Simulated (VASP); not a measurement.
## Te$_{2}$Pd (space group P-3m1): computed properties

Level of theory: PBEsol GGA, VASP's PBE PAW potentials (set 64) (plane waves; VASP 6.6.1).

```json
{
  "space_group": "P-3m1 (164)",
  "cell": "a = b = 4.039 Å, c = 5.055 Å, α = β = 90.00°, γ = 120.00°",
  "volume_per_atom": "23.80 Å^3/atom",
  "band gap (over mesh and band path)": "none (metal, semimetal or under 0.01 eV)",
  "hill_bulk_modulus": "695 kbar",
  "hill_shear_modulus": "28.4 GPa",
  "Poisson's ratio": "0.320",
  "band_gap_with_spin_orbit_coupling": "none (metallic)",
  "density": "8.41 g/cm³",
  "optical Γ-point spectrum": "62 (×2), 139, 173, 187 (×2) cm⁻¹"
}
```

```
PdTe2
1.0
    4.03862     0.00000     0.00000
   -2.01931     3.49755     0.00000
    0.00000     0.00000     5.05534
Pd Te
1 2
Direct
  0.00000   0.00000   0.00000
  0.33333   0.66667   0.26729
  0.66667   0.33333   0.73271
```

Finite-difference elastic constants of metals are sensitive to mesh and smearing; shear constants can be off by tens of GPa. Unless said otherwise, spin-orbit coupling is left out, though it shifts the bands of the heavy elements here.

The structure comes from a measured Te2Pd entry (P-3m1) of the Crystallography Open Database, whose conditions weren't checked. It was relaxed first. Symmetry was kept, so distortions that lower it aren't found.
